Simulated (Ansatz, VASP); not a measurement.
# MoSeS: VASP beside Ansatz, part 2 of 2

One calculation is typed for both programs; each brings its own data sets. How far apart do they land? The cell is taken from a series of runs on this material, whose earlier steps may have relaxed, scaled, displaced or heated it; both programs get it as it stands.

VASP 6.6.1 and Ansatz 0.2.0.

So far: Set-up; VASP: zone-centre phonons, PBEsol, pair 1.

## Step 3: Ansatz: zone-centre phonons, PBEsol, pair 1

Level of this step: Ansatz beside VASP: Kohn-Sham DFT, plane waves, PBEsol (Ansatz).

Ansatz runs on its PAW soft_1 files.

The same cell, functional and mesh now go to Ansatz, which takes its cutoff from its data sets.

input.yaml

```yaml
crystal:
  lattice:
    - [3.1070149424, 0.0, 0.0]
    - [-1.5535074712, 2.773973062, 0.0]
    - [0.0, 0.0, 30.4]
  atoms:
    - { symbol: Mo, position: [0.3346168582, 0.6692337163, 0.3297633829] }
    - { symbol: S, position: [0.665938093, 0.331876186, 0.3804580076] }
    - { symbol: Se, position: [0.6661117155, 0.332223431, 0.2733312411] }
  periodic: [true, true, false]
kpoints:
  mp_grid: { grid: [12, 12, 1] }
hamiltonian:
  xc: pbesol
  pseudopotentials: { kind: paw, azcp: { folder: soft_1 }, xc_functional: pbe }
scf:
  occupations: { method: fixed }
output:
  eigenvalues: true
phonons:
  method: dfpt
```

Command:

```console
ansatz run input.yaml --threads 4 --pin off --max-ram 16384MiB --backend cpu --events-out ev --progress --plain --runs-dir out
```

Numbers of over 12 decimals in the logs are rounded to 6 here.

The log of the run:

```text
zone centre: on kpoints.mp_grid the ground state, and the responses unless they are solved on pairs of k-points, stand on 43 of the mesh's 144 k-points, reduced under 2 symmetry operations, with k and −k counted as one. Each operation leaves every solved displacement unchanged or reverses it
Engine: ansatz 0.2.0, aarch64-unknown-linux-gnu
Pseudopotentials: kind: paw
Pseudopotential: Mo, paw, valence charge 14, recommended cutoff 420 eV (normal), soft_1/Mo.paw.azcp
Pseudopotential: S, paw, valence charge 6, recommended cutoff 420 eV (normal), soft_1/S.paw.azcp
Pseudopotential: Se, paw, valence charge 16, recommended cutoff 420 eV (normal), soft_1/Se.paw.azcp
Functional definition: PBEsol
  exchange = pbesol_x
  correlation = pbesol_c
Crystal: 3 atoms, lattice volume = 262.011 Å³
Basis set: ecut = 420 eV, 5117 PW (Γ), exchange–correlation on 48×48×432 points (8 copies of the dense FFT grid, shifted against one another)
Bands: 22, of which v1, the nominal top of the filled ones, is band 18 counted from 1 (17 counted from 0)
Symmetry: 2 space group operations
k-points: 43 of 144 (time reversal used)
Non-local potential: Mo, projectors of the file, l = 0: 3, l = 1: 2, l = 2: 2, l = 3: 1
Non-local potential: S, projectors of the file, l = 0: 2, l = 1: 2, l = 2: 1
Non-local potential: Se, projectors of the file, l = 0: 2, l = 1: 2, l = 2: 3, l = 3: 1
PAW form: soft (Blöchl's): semilocal exchange-correlation on the pseudo side does not see the compensation charge
PAW frozen core: Mo, regenerated for the run's functional, and the local potential with it (the file was generated under x = pbe(κ = 0.804, μ = 0.219515), c = pbe(β = 0.066725))
PAW frozen core: S, regenerated for the run's functional, and the local potential with it (the file was generated under x = pbe(κ = 0.804, μ = 0.219515), c = pbe(β = 0.066725))
PAW frozen core: Se, regenerated for the run's functional, and the local potential with it (the file was generated under x = pbe(κ = 0.804, μ = 0.219515), c = pbe(β = 0.066725))
PAW one-centre angular grid: Mo, 590 points (default); XC on 64 Gauss nodes
PAW one-centre angular grid: S, 110 points (default); XC on 64 Gauss nodes
PAW one-centre angular grid: Se, 590 points (default); XC on 64 Gauss nodes
Initial density: superposition of atomic densities (neutral atoms: chi_scale 0, normalization atom)
Initial wavefunctions: pseudopotential atomic-orbital guess
Functional: x = pbesol(κ = 0.804, μ = 0.123457), c = pbesol(β = 0.046)
SCF iter   1: F=—  HF=-11210.252502 eV  |F-HF|=—  |Δ(HF+E_count)|=         —  Δρ=3.52e-2  dr2=4.70e0  ethr=3.10e-3  ⟨swp⟩=7.1  Hψ=5471  notcnv=0  defer=71
preconditioner: auto → Resta (q_TF=auto, 1.960 Å⁻¹)  ε∞=2.2  [insulator: Δε(μ)=1.657 eV  Ē_g=8.822 eV  n_scr=18 (ndim 8)  ℏωp=9.7 eV  f_vac=0.761  ε∞_Penn≈2.2  vacuum switching on, ρ_ref=5.6e-3 e/Å³]
SCF iter   2: F=—  HF=-11209.693455 eV  |F-HF|=—  |Δ(HF+E_count)|=   5.59e-1  Δρ=2.34e-2  dr2=4.92e0  ethr=3.10e-3  ⟨swp⟩=4.8  Hψ=2985  notcnv=0  defer=78
SCF iter   3: F=—  HF=-11209.113074 eV  |F-HF|=—  |Δ(HF+E_count)|=   5.80e-1  Δρ=1.05e-2  dr2=3.12e-1  ethr=3.10e-3  ⟨swp⟩=4.8  Hψ=2243  notcnv=0  defer=79
SCF iter   4: F=—  HF=-11209.053655 eV  |F-HF|=—  |Δ(HF+E_count)|=   5.94e-2  Δρ=3.29e-3  dr2=5.31e-2  ethr=8.66e-4  ⟨swp⟩=3.5  Hψ=1851  notcnv=0  defer=82
SCF iter   5: F=—  HF=-11209.057320 eV  |F-HF|=—  |Δ(HF+E_count)|=   3.66e-3  Δρ=2.11e-3  dr2=9.78e-2  ethr=1.48e-4  ⟨swp⟩=4.5  Hψ=1829  notcnv=0  defer=86
SCF iter   6: F=—  HF=-11209.050817 eV  |F-HF|=—  |Δ(HF+E_count)|=   6.50e-3  Δρ=1.07e-3  dr2=2.24e-2  ethr=1.48e-4  ⟨swp⟩=2.3  Hψ=1165  notcnv=0  defer=85
SCF iter   7: F=—  HF=-11209.049575 eV  |F-HF|=—  |Δ(HF+E_count)|=   1.24e-3  Δρ=2.09e-4  dr2=2.35e-4  ethr=6.22e-5  ⟨swp⟩=2.9  Hψ=1331  notcnv=0  defer=86
SCF iter   8: F=—  HF=-11209.049738 eV  |F-HF|=—  |Δ(HF+E_count)|=   1.62e-4  Δρ=7.54e-5  dr2=1.26e-5  ethr=6.53e-7  ⟨swp⟩=3.7  Hψ=2268  notcnv=0  defer=86
SCF iter   9: F=—  HF=-11209.049744 eV  |F-HF|=—  |Δ(HF+E_count)|=   5.92e-6  Δρ=3.92e-5  dr2=2.20e-5  ethr=3.51e-8  ⟨swp⟩=4.2  Hψ=2329  notcnv=0  defer=86
SCF iter  10: F=—  HF=-11209.049742 eV  |F-HF|=—  |Δ(HF+E_count)|=   1.25e-6  Δρ=1.07e-5  dr2=3.18e-6  ethr=3.51e-8  ⟨swp⟩=2.8  Hψ=1572  notcnv=0  defer=82
SCF iter  11: F=—  HF=-11209.049735 eV  |F-HF|=—  |Δ(HF+E_count)|=   7.38e-6  Δρ=3.40e-6  dr2=2.75e-7  ethr=8.82e-9  ⟨swp⟩=2.1  Hψ=1343  notcnv=0  defer=75
SCF iter  12: F=—  HF=-11209.049735 eV  |F-HF|=—  |Δ(HF+E_count)|=  5.15e-10  Δρ=3.69e-6  dr2=1.15e-7  ethr=7.64e-10  ⟨swp⟩=3.3  Hψ=1580  notcnv=0  defer=74
SCF iter  13: F=—  HF=-11209.049735 eV  |F-HF|=—  |Δ(HF+E_count)|=   1.10e-8  Δρ=1.22e-6  dr2=1.31e-8  ethr=3.20e-10  ⟨swp⟩=2.7  Hψ=1244  notcnv=0  defer=74
SCF iter  14: F=—  HF=-11209.049735 eV  |F-HF|=—  |Δ(HF+E_count)|=   1.75e-9  Δρ=8.60e-7  dr2=3.67e-9  ethr=3.65e-11  ⟨swp⟩=3.3  Hψ=1855  notcnv=0  defer=74
SCF iter  15: F=—  HF=-11209.049735 eV  |F-HF|=—  |Δ(HF+E_count)|=  3.97e-10  Δρ=1.80e-7  dr2=3.66e-10  ethr=1.02e-11  ⟨swp⟩=2.8  Hψ=1426  notcnv=0  defer=74
SCF iter  16: F=-11209.049735 eV  HF=-11209.049735 eV  |F-HF|=1.02e-10  |Δ(HF+E_count)|=  2.91e-10  Δρ=3.92e-8  dr2=5.33e-12  ethr=1.00e-12  ⟨swp⟩=20.1  Hψ=9719  notcnv=0
SCF 1 converged in 16 iterations: F = -11209.049735 eV  dr2 = 5.33e-12
  greatest PAW one-centre occupation: 1.000 electrons in one spin orbital (limit 2), on the Se atom at site 2 (counted from 0), in its partial waves of l = 2
DFPT response loops at Γ: preconditioner auto → none (the input reference at scf.mixing.eps_inf says where Resta's filter doesn't serve); β = 0.50; Broyden in place of MSR1
SCF converged after 16 iterations
Free energy (F): -11209.049735 eV
Harris-Foulkes:  -11209.049735 eV  (|F-HF|=1.02e-10)
Internal energy: -11209.049735 eV  (E = F + TS)
E sigma→0 (E₀):  -11209.049735 eV
Fermi energy:    -5.610948 eV
--- Per-component energies (eV) ---
  E_band       = -1097.313512
  E_kinetic    = 641.750523
  E_local      = -86676.960170  (includes V_loc(G=0)·N_el)
  E_nonlocal   = -167.917038
  E_hartree    = 42929.625409
  E_xc         = -349.181060
  E_vxc        = -393.929681  (∫ρ·V_xc dr)
  E_paw        = -5832.790958  (= ΣΔE_a)
  E_vpaw       = -359.507472  (= ΣTr[D̂ρ^β])
  E_aug_tail   = -0.000319  (compensation charges beyond the density's cutoff)
  E_ewald      = 38245.144177
  E_core_change = 1.279701  (= ΣΔE_core)
  E_smearing   = -0.000000  (= −TS)
  E_closure    = -0.000000  (closes the sum)
  Σ components = -11209.049735   (vs F -11209.049735, Δ=0.00e0)
--- Band table (eV; the first three rows and the last of 43) ---
  k-point 0: bands = [... 14 lower, -7.8139, -6.7774, -6.5288, -5.8800, -2.6498, -2.4559, -2.3425, -2.0278]
  k-point 1: bands = [... 14 lower, -7.7353, -6.7480, -6.6626, -5.8941, -2.8515, -2.7730, -2.3632, -2.1053]
  k-point 2: bands = [... 14 lower, -7.5940, -6.8741, -6.8609, -6.0660, -3.5352, -2.8885, -2.5801, -1.8676]
  k-point 42: bands = [... 14 lower, -9.0168, -8.5061, -7.3085, -6.1201, -3.5493, -2.6953, -2.4473, -0.9979]
--- Phonons (Γ-DFPT): 9 representative perturbations + reference, on 43 of 144 k-points (Σ response iterations 39) ---
  k mesh reduced under 2 symmetry operations, with k and −k counted as one. Each operation leaves every solved displacement unchanged or reverses it
  ASR residual: 5.332e-5 → 0.000e0 eV/Å²; symmetrization residual: 1.062e-5 eV/Å²
  ASR residual per site (eV/Å²): 5.33e-5 2.09e-5 3.90e-5
  Γ frequencies (cm⁻¹): 0.00 0.00 0.00 206.99 209.82 291.83 356.78 363.22 447.89
  non-analytic LO–TO correction: not included (Born effective charges unavailable; polar crystals: no LO–TO splitting at Γ)
```

The column dr2 measures how far the density is from self-consistency, as an energy; F and HF (Harris–Foulkes) agree once it is small.

## Step 4: Side by side

Known differences besides the potentials themselves: fixed occupations in Ansatz, narrow Gaussian smearing in VASP; Ansatz cuts the interaction across the vacuum, VASP repeats the sheet without a dipole correction; the data sets hold 36 valence electrons in Ansatz (on its PAW soft_1 files) and 26 in VASP; the cutoff is 420 eV in Ansatz and 500 eV in VASP; Ansatz makes its cores anew for this functional, VASP keeps those of its PBE data sets. Total energies have different zeros and are not compared.

The two programs side by side:

```
             quantity  Ansatz   VASP  difference
optical mode 1 (cm⁻¹)   207.0  207.4     -0.20 %
optical mode 2 (cm⁻¹)   209.8  210.1     -0.13 %
optical mode 3 (cm⁻¹)   291.8  293.1     -0.43 %
optical mode 4 (cm⁻¹)   356.8  356.6     +0.04 %
optical mode 5 (cm⁻¹)   363.2  363.0     +0.05 %
optical mode 6 (cm⁻¹)   447.9  447.9     -0.01 %
```

Modes are paired by rising frequency, not by their patterns, so a pair may set unlike modes beside each other; they are those without the splitting of longitudinal modes. Where the cell holds vacuum, a pressure given here is an average over it and none of the material.

## Step 5: VASP: zone-centre phonons, PBEsol, pair 2

Second derivatives magnify differences that forces hide, and they need a tight electronic threshold.

INCAR

```
SYSTEM = MoSeS
PREC = Accurate
ENCUT = 500
EDIFF = 1E-08
NELM = 120
ISMEAR = 0
SIGMA = 0.01
LREAL = .FALSE.
ALGO = Normal
GGA = PS
NBANDS = 19
LASPH = .TRUE.
LORBIT = 11
LWAVE = .FALSE.
LCHARG = .FALSE.
ISIF = 2
IBRION = 8
GGA_COMPAT = .FALSE.
EFERMI = MIDGAP
NELMDL = -8
KPAR = 2
```

POSCAR

```
MoSeS
1.0
    3.2031081881      0.0000000000      0.0000000000
   -1.6015540940      2.6907538702      0.0000000000
    0.0000000000      0.0000000000     30.4000000000
Mo S Se
1 1 1
Direct
    0.3319163800      0.6638327599      0.3297631974
    0.6674607080      0.3349214158      0.3804574559
    0.6672895788      0.3345791576      0.2733319782
```

KPOINTS

```
Automatic mesh
0
Gamma
12 12 1
0 0 0
```

Potentials, in the order of the species: Mo_sv, S and Se (PBE family, release 64).

Command:

```console
mpirun -np 2 vasp_std
```

The log of the run:

```text
[banner, memory and clock lines left out]
running    2 mpi-ranks, on    1 nodes
[...]
[... a notice as in an earlier step ...]

 LDA part: xc-table for (Slater+PW92), standard interpolation
 POSCAR, INCAR and KPOINTS ok, starting setup
[...]
entering main loop
       N       E                     dE             d eps       ncg     rms          rms(c)
DAV:   1     0.150655592722E+03    0.15066E+03   -0.12596E+04  2314   0.994E+02
DAV:   2    -0.110983021649E+02   -0.16175E+03   -0.15871E+03  2375   0.213E+02
DAV:   3    -0.235375853722E+02   -0.12439E+02   -0.12385E+02  2246   0.552E+01
DAV:   4    -0.236845150633E+02   -0.14693E+00   -0.14655E+00  2096   0.663E+00
[...]
DAV:  29    -0.224467466369E+02   -0.55177E-07    0.49475E-10  1213   0.724E-05    0.134E-05
DAV:  30    -0.224467466488E+02   -0.11945E-07    0.71002E-10  1146   0.278E-05    0.693E-06
DAV:  31    -0.224467466541E+02   -0.52491E-08    0.73135E-10  1049   0.188E-05
   1 F= -.22446747E+02 E0= -.22446747E+02  d E =0.000000E+00
[...]
RMM:  10    -0.665817681210E-01    0.37133E-07   -0.81528E-09  3030   0.465E-05    0.123E-05
RMM:  11    -0.665817465516E-01    0.21569E-07    0.31532E-09  3012   0.190E-05    0.414E-06
RMM:  12    -0.665817472276E-01   -0.67599E-09   -0.10508E-09  2909   0.690E-06    0.145E-06
 first order change of Fermi-energy  -0.14313E+00
 force on displaced ion       3 direction 2 :  -0.000  -8.985   0.380
 Linear response progress:
  Degree of freedom:   9/  9
       N       E                     dE             d eps       ncg     rms          rms(c)
RMM:   1    -0.144264188229E+00   -0.14426E+00   -0.11073E-02  4140   0.140E+00
RMM:   2    -0.134592999988E+00    0.96712E-02   -0.76384E-03  2739   0.397E-01    0.272E-01
RMM:   3    -0.134534999730E+00    0.58000E-04   -0.91909E-04  2635   0.136E-01    0.223E-01
RMM:   4    -0.134664575704E+00   -0.12958E-03   -0.39978E-04  2566   0.115E-01    0.566E-02
[...]
RMM:  14    -0.134623785987E+00   -0.50145E-07   -0.11944E-07  3024   0.129E-04    0.175E-05
RMM:  15    -0.134623804874E+00   -0.18886E-07   -0.32888E-08  3112   0.100E-04    0.139E-05
RMM:  16    -0.134623811506E+00   -0.66322E-08   -0.70448E-08  3020   0.535E-05    0.713E-06
 first order change of Fermi-energy   0.69520E+00
 force on displaced ion       3 direction 3 :   0.000   0.378 -15.982
 Linear response finished
```

From OUTCAR (step 5):

```text
  Total        0.5670231      2.3821553      0.0753563      0.0000000     -0.0030985     -0.0000000
  in kB        3.4673057     14.5667103      0.4607985      0.0000000     -0.0189472     -0.0000000
  external PRESSURE =       6.1649382 kB  Pullay stress =       0.0000000 kB

 POSITION                                       TOTAL-FORCE (eV/Angst)
 -----------------------------------------------------------------------------------
      0.00000      1.78621     10.02480        -0.000000     -0.000865      0.048232
      1.60155      0.90119     11.56591        -0.000000     -0.000493      0.002866
      1.60155      0.90027      8.30929         0.000000      0.001359     -0.051098
 -----------------------------------------------------------------------------------
    total drift:                               -0.000000      0.000077     -0.000357

[... 1 part as in an earlier step ...]

[... 1 further part left out ...]
```

## Step 6: Ansatz: zone-centre phonons, PBEsol, pair 2

The same cell, functional and mesh now go to Ansatz, which takes its cutoff from its data sets.

The cell is taken from a series of runs on this material, whose earlier steps may have relaxed, scaled, displaced or heated it; both programs get it as it stands.

input.yaml, the sections that differ from step 3:

```yaml
crystal:
  lattice:
    - [3.2031081881, 0.0, 0.0]
    - [-1.601554094, 2.6907538702, 0.0]
    - [0.0, 0.0, 30.4]
  atoms:
    - { symbol: Mo, position: [0.33191638, 0.6638327599, 0.3297631974] }
    - { symbol: S, position: [0.6674607079, 0.3349214158, 0.3804574559] }
    - { symbol: Se, position: [0.6672895788, 0.3345791576, 0.2733319782] }
  periodic: [true, true, false]
# kpoints, hamiltonian, scf, output, phonons: as in step 3
```

Command:

```console
ansatz run input.yaml --threads 4 --pin off --max-ram 16384MiB --backend cpu --events-out ev --progress --plain --runs-dir out
```

The log of the run:

```text
[...]
Crystal: 3 atoms, lattice volume = 262.011 Å³
Basis set: ecut = 420 eV, 5113 PW (Γ), exchange–correlation on 48×48×432 points (8 copies of the dense FFT grid, shifted against one another)
Bands: 22, of which v1, the nominal top of the filled ones, is band 18 counted from 1 (17 counted from 0)
Symmetry: 2 space group operations
k-points: 43 of 144 (time reversal used)
[...]
k-point 2: bands = [... 14 lower, -7.9016, -7.2108, -6.7170, -5.9832, -3.3282, -2.9153, -2.8676, -2.0130]
  k-point 42: bands = [... 14 lower, -8.9420, -8.6662, -7.3828, -5.9607, -3.5565, -2.8748, -2.5796, -0.9698]
[...]
ASR residual: 1.436e-4 → 0.000e0 eV/Å²; symmetrization residual: 1.344e-5 eV/Å²
  ASR residual per site (eV/Å²): 1.44e-4 2.47e-5 6.81e-5
  Γ frequencies (cm⁻¹): 0.00 0.00 0.00 207.28 209.56 291.85 356.90 363.07 447.93
[...]
[key lines of the parts left out:]
SCF converged after 16 iterations
Free energy (F): -11209.050327 eV
Fermi energy:    -5.611104 eV
```

## Step 7: Comparison

What differs besides the data sets and the points named for the pairs above, as far as they apply: the data sets hold 36 valence electrons in Ansatz (on its PAW soft_1 files) and 26 in VASP. Total energies have different zeros and are not compared.

The two programs side by side:

```
             quantity  Ansatz   VASP  difference
optical mode 1 (cm⁻¹)   207.3  207.7     -0.20 %
optical mode 2 (cm⁻¹)   209.6  209.8     -0.14 %
optical mode 3 (cm⁻¹)   291.9  293.1     -0.41 %
optical mode 4 (cm⁻¹)   356.9  356.7     +0.05 %
optical mode 5 (cm⁻¹)   363.1  362.9     +0.05 %
optical mode 6 (cm⁻¹)   447.9  448.0     -0.01 %
```

Modes are paired by rising frequency, not by their patterns, so a pair may set unlike modes beside each other; they are those without the splitting of longitudinal modes. Where the cell holds vacuum, a pressure given here is an average over it and none of the material.

## Step 8: What came out

```
r.m.s. difference of the optical zone-centre modes, each program's sorted by frequency (zone-centre phonons, PBEsol, pair 1) : 0.56 cm⁻¹
r.m.s. difference of the optical zone-centre modes, each program's sorted by frequency (zone-centre phonons, PBEsol, pair 2) : 0.55 cm⁻¹
```

The r.m.s. difference of the optical zone-centre modes, each program's sorted by frequency is 0.56 cm⁻¹ (zone-centre phonons, PBEsol, pair 1). The data sets hold unlike numbers of valence electrons (36 in Ansatz and 26 in VASP), so part of the differences may come from the potentials. How closely two codes agree says nothing of how well the functional describes the real material.

[Lines on the potential files, build, host, timing and source positions are cut from VASP's logs without a mark.]

[Logs are printed without paths, hosts, clocks, repeated set-up lines and the standing remarks that a program may print on its own settings, such as how far it seeks lower states.]

[Hosts, paths, dates, database ids (printed as entryN), source tags and the programs' standing remarks are cut or masked in the printed files.]
